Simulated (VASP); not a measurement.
Given:

```
GaN
1.0
    0.00000     2.20280     2.20280
    2.20280     0.00000     2.20280
    2.20280     2.20280     0.00000
Ga N
1 1
Direct
  0.00000   0.00000   0.00000
  0.25000   0.25000   0.25000
```

Calculation: SCAN meta-GGA, VASP's PBE PAW potentials (set 64) (plane waves; VASP). Run with 520 eV cut-off, 10×10×10 Γ-centred mesh, Gaussian smearing of 0.050 eV, potentials Ga_d N.

Question: Give the stress tensor in GPa (positive for a compressed cell).

Answer: 
```
14.34   0.00   0.00
 0.00  14.34   0.00
 0.00   0.00  14.34
```
The pressure is its mean diagonal, 14.34 GPa.

The compound is GaN in the zinc blende structure, a metastable form; wurtzite is the usual one. This cell is one point of a volume scan, at 0.94 of the reference volume.
